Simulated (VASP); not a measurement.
A VASP calculation is set up with these files.

**INCAR**
```
! general
SYSTEM = Cl
PREC   = Accurate
ENCUT  = 300
LREAL  = .FALSE.   ! projection in real space or not
LASPH  = .TRUE.

! electronic loop
EDIFF  = 1E-6
NELM   = 100   ! most electronic steps
ALGO   = Normal   ! blocked Davidson

! smearing
ISMEAR = 0   ! Gaussian
SIGMA  = 0.05   ! width (eV)

! functional
GGA    = PE   ! PBE

! ions
ISIF   = 2   ! forces and stress, cell fixed

! output
LWAVE  = .FALSE.
LCHARG = .FALSE.
```

### KPOINTS
```
Automatic mesh
0
Gamma
5 5 2
0 0 0
```

POSCAR:
```
Cl
1
    2.2400000000    -3.1200000000     0.0000000000
    2.2400000000     3.1200000000     0.0000000000
    0.0000000000     0.0000000000     8.2600000000
Cl
4
Direct
  0.8885860000   0.8661970000   0.8915310000
  0.6156650000   0.6219550000   0.4021350000
  0.3850110000   0.3693160000   0.5998330000
  0.1107380000   0.1425320000   0.1065000000
```

POTCAR, in this order: Cl (PBE.64 set). Program: vasp_std.

**Question.** Write an equivalent input for Ansatz.

**Answer.** One equivalent input (not run):
Ansatz 0.2 input:
```yaml
crystal:
  lattice:
    - [2.2400000, -3.1200000, 0.0000000]
    - [2.2400000, 3.1200000, 0.0000000]
    - [0.0000000, 0.0000000, 8.2600000]
  atoms:
    - { symbol: Cl, position: [0.8885860, 0.8661970, 0.8915310] }
    - { symbol: Cl, position: [0.6156650, 0.6219550, 0.4021350] }
    - { symbol: Cl, position: [0.3850110, 0.3693160, 0.5998330] }
    - { symbol: Cl, position: [0.1107380, 0.1425320, 0.1065000] }
kpoints:
  mp_grid: { grid: [5, 5, 2] }
hamiltonian:
  xc: pbe
  pseudopotentials: { kind: paw }
scf:
  occupations: { method: gaussian, width: 0.05 }
  max_iter: 100
output: { forces: true, stress: true, eigenvalues: true }
```
What does not carry over: each code has its own PAW files, so the cut-off isn't converted (ENCUT is set for VASP's; basis.ecutwfc is left out, and Ansatz then takes the one that its files recommend); Ansatz stops its SCF on the density residual and VASP on the energy change (EDIFF).

The structure is a typed Cl crystal. The cell was not relaxed at this level, atoms are displaced from their ideal sites.
